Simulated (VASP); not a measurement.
# Sc (relaxed from the fcc structure, space group Fm-3m): computed properties

Calculation: PBEsol GGA, VASP's PBE PAW potentials (set 64) (plane waves; VASP).

```json
{
  "space_group": "Fm-3m (225)",
  "cell": "a = b = c = 4.553 Å, α = β = γ = 90.00°",
  "volume_per_atom": "23.60 Å^3/atom",
  "band gap (over mesh and band path)": "none (metal, semimetal or under 0.01 eV)",
  "density": "3.16 g/cm³"
}
```

Sc is taken in the cubic space group Fm-3m (No. 225), the fcc (Cu type) structure, Pearson symbol cF4. Lattice parameters: a = b = c = 4.553 Å, α = β = γ = 90.00°. Sc on 4a sees 12 Sc at 3.219 Å (cuboctahedral). (Neighbours: up to the widest gap in distance over summed covalent radii, below 1.35, at either atom.)
(The calculation used a cell of 1 atom; values per cell refer to that cell.)

The structure was generated: Sc was put into the fcc type (Fm-3m), which need not be its known phase. It was relaxed first, which changed the volume by -6 %. Symmetry was kept, so distortions that lower it aren't found.
